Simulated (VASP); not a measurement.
Level of theory: PBE GGA + U (Dudarev), VASP's PBE PAW potentials (set 64) (plane waves; VASP).

VASP input:

KPOINTS:
```
Automatic mesh
0
Gamma
8 8 8
0 0 0
```

### POSCAR
```
FeO
1
    4.4166000000     2.2083000000     2.2083000000
    2.2083000000     4.4166000000     2.2083000000
    2.2083000000     2.2083000000     4.4166000000
Fe O
2 2
Direct
  0.0000000000   0.0000000000   0.0000000000
  0.5000000000   0.5000000000   0.5000000000
  0.2500000000   0.2500000000   0.2500000000
  0.7500000000   0.7500000000   0.7500000000
```

### INCAR
```
! general
SYSTEM    = FeO
PREC      = Accurate
ENCUT     = 520
LREAL     = .False.
LASPH     = .True.

! electronic loop
EDIFF     = 1E-6
NELM      = 100
ALGO      = Normal
LMAXMIX   = 4

! smearing
ISMEAR    = 0
SIGMA     = 0.05

! functional
GGA       = PE

! spin
ISPIN     = 2
MAGMOM    = 4.0 -4.0 2*0.0

! DFT+U
LDAU      = .True.
LDAUTYPE  = 2
LDAUL     = 2 -1
LDAUU     = 8.0 0
LDAUJ     = 0 0
LDAUPRINT = 1

! ions
ISIF      = 2

! output
LWAVE     = .False.
LCHARG    = .False.
LORBIT    = 10
```

POTCAR, in this order: Fe O (PBE.64 set). Program: vasp_std.

Output of the run:

File OSZICAR:
```
       N       E                     dE             d eps       ncg     rms          rms(c)
DAV:   1     0.265111238897E+03    0.26511E+03   -0.14086E+04  4720   0.186E+03
DAV:   2     0.192828978584E+02   -0.24583E+03   -0.23977E+03  4750   0.395E+02
DAV:   3    -0.256365793960E+02   -0.44919E+02   -0.43710E+02  6180   0.181E+02
DAV:   4    -0.278975976660E+02   -0.22610E+01   -0.22066E+01  6200   0.453E+01
DAV:   5    -0.279626567217E+02   -0.65059E-01   -0.64263E-01  6582   0.669E+00    0.250E+01
DAV:   6    -0.216437792765E+02    0.63189E+01   -0.84421E+01  8526   0.164E+02    0.396E+01
DAV:   7    -0.228094264904E+02   -0.11656E+01   -0.88336E+00  5814   0.416E+01    0.196E+01
DAV:   8    -0.227376808921E+02    0.71746E-01   -0.31692E+00  7540   0.236E+01    0.126E+01
DAV:   9    -0.230037927344E+02   -0.26611E+00   -0.79603E-01  7716   0.151E+01    0.190E+00
DAV:  10    -0.230258823105E+02   -0.22090E-01   -0.24820E-01  7712   0.688E+00    0.520E-01
DAV:  11    -0.230424192471E+02   -0.16537E-01   -0.39945E-02  6588   0.205E+00    0.436E-01
DAV:  12    -0.230480873937E+02   -0.56681E-02   -0.89970E-03  7050   0.125E+00    0.310E-01
DAV:  13    -0.230569858584E+02   -0.88985E-02   -0.31345E-02  6874   0.162E+00    0.172E-01
DAV:  14    -0.230606337710E+02   -0.36479E-02   -0.26357E-02  6874   0.149E+00    0.164E-01
DAV:  15    -0.230612007800E+02   -0.56701E-03   -0.19935E-03  6672   0.435E-01    0.610E-02
DAV:  16    -0.230615210765E+02   -0.32030E-03   -0.17139E-03  6364   0.355E-01    0.324E-02
DAV:  17    -0.230616237211E+02   -0.10264E-03   -0.65688E-04  6732   0.228E-01    0.221E-02
DAV:  18    -0.230616501348E+02   -0.26414E-04   -0.21275E-04  6622   0.134E-01    0.207E-02
DAV:  19    -0.230616553090E+02   -0.51742E-05   -0.22826E-05  6420   0.485E-02    0.846E-03
DAV:  20    -0.230616560360E+02   -0.72701E-06   -0.37585E-06  5760   0.207E-02
   1 F= -.23061656E+02 E0= -.23059449E+02  d E =-.441391E-02  mag=    -0.0000
```

File OUTCAR:
```
------------------------ aborting loop because EDIFF is reached ----------------------------------------
  FORCE on cell =-STRESS in cart. coord.  units (eV):
  Direction    XX          YY          ZZ          XY          YZ          ZX
  --------------------------------------------------------------------------------------
  Total       -2.3701377     -2.3701377     -2.3701377      0.2145220      0.2145220      0.2145220
  in kB      -88.1556088    -88.1556088    -88.1556088      7.9789964      7.9789964      7.9789964
  external PRESSURE =     -88.1556088 kB  Pullay stress =       0.0000000 kB
  volume of cell :       43.08
      direct lattice vectors                 reciprocal lattice vectors
     4.416600000  2.208300000  2.208300000     0.339627768 -0.113209256 -0.113209256
     2.208300000  4.416600000  2.208300000    -0.113209256  0.339627768 -0.113209256
     2.208300000  2.208300000  4.416600000    -0.113209256 -0.113209256  0.339627768
 POSITION                                       TOTAL-FORCE (eV/Angst)
 -----------------------------------------------------------------------------------
      0.00000      0.00000      0.00000         0.000000     -0.000000     -0.000000
      4.41660      4.41660      4.41660         0.000000     -0.000000     -0.000000
      2.20830      2.20830      2.20830         0.000000      0.000000      0.000000
      6.62490      6.62490      6.62490        -0.000000     -0.000000      0.000000
 -----------------------------------------------------------------------------------
    total drift:                                0.000000     -0.000000     -0.000000
  FREE ENERGIE OF THE ION-ELECTRON SYSTEM (eV)
  ---------------------------------------------------
  free  energy   TOTEN  =       -23.0616560360 eV

  energy  without entropy=      -23.0572421227  energy(sigma->0) =      -23.05944908

 total charge

# of ion       s       p       d       tot
------------------------------------------
    1        0.274   0.321   6.118   6.713
    2        0.274   0.321   6.118   6.713
    3        1.552   3.432   0.000   4.985
    4        1.552   3.432   0.000   4.985
--------------------------------------------------
tot          3.653   7.507  12.236  23.396

 magnetization (x)

# of ion       s       p       d       tot
------------------------------------------
    1        0.016   0.015   3.881   3.912
    2       -0.016  -0.015  -3.881  -3.912
    3        0.000   0.000   0.000   0.000
    4        0.000   0.000   0.000   0.000
--------------------------------------------------
tot          0.000  -0.000   0.000  -0.000
```
(Selected blocks of OUTCAR.)

### OUTCAR
```
 val. band max:        5.3628061724   @ k =   0.3750   0.2500   0.1250

 cond. band min:       5.3708462076   @ k =  -0.3750   0.3750   0.1250


 Fermi energy:         5.3666667183

 spin component 1

 k-point     1 :       0.0000    0.0000    0.0000
  band No.  band energies     occupation
      1     -14.2713      1.00000
      2     -13.2470      1.00000
      3      -3.4823      1.00000
      4      -3.1931      1.00000
      5      -3.1931      1.00000
      6      -1.7683      1.00000
      7      -1.7683      1.00000
      8      -0.6507      1.00000
      9       2.3574      1.00000
     10       2.3610      1.00000
     11       2.3610      1.00000
     12       2.4542      1.00000
     13       2.4543      1.00000
     14       5.0933      1.00000
     15       5.0940      1.00000
     16       5.6289      0.00000
     17       9.0168      0.00000
     18       9.6394      0.00000

 k-point     2 :       0.1250   -0.0000   -0.0000
  band No.  band energies     occupation
      1     -14.1495      1.00000
      2     -13.2468      1.00000
      3      -3.3502      1.00000
      4      -3.1422      1.00000
      5      -3.1396      1.00000
      6      -1.8615      1.00000
      7      -1.7778      1.00000
      8      -0.5863      1.00000
      9       1.4933      1.00000
     10       1.8490      1.00000
     11       2.1546      1.00000
     12       2.4838      1.00000
     13       2.5720      1.00000
     14       5.0539      1.00000
     15       5.2350      0.99990
     16       6.5850      0.00000
     17       9.0551      0.00000
     18       9.6270      0.00000

 k-point     3 :       0.2500   -0.0000   -0.0000
  band No.  band energies     occupation
      1     -13.8445      1.00000
      2     -13.2373      1.00000
      3      -3.2958      1.00000
      4      -3.0431      1.00000
      5      -2.7571      1.00000
      6      -2.1878      1.00000
      7      -1.7417      1.00000
...
```

The compound is FeO in the rock salt, AFM-II order structure. The cell was not relaxed at this level. The run is one of a series of settings (LDAU = .TRUE., LDAUJ = 0 0, LDAUL = 2 -1, LDAUTYPE = 2, LDAUU = 8.0 0 against the base run), some of them coarse on purpose. A gapless solution with U can be a metastable orbital state.
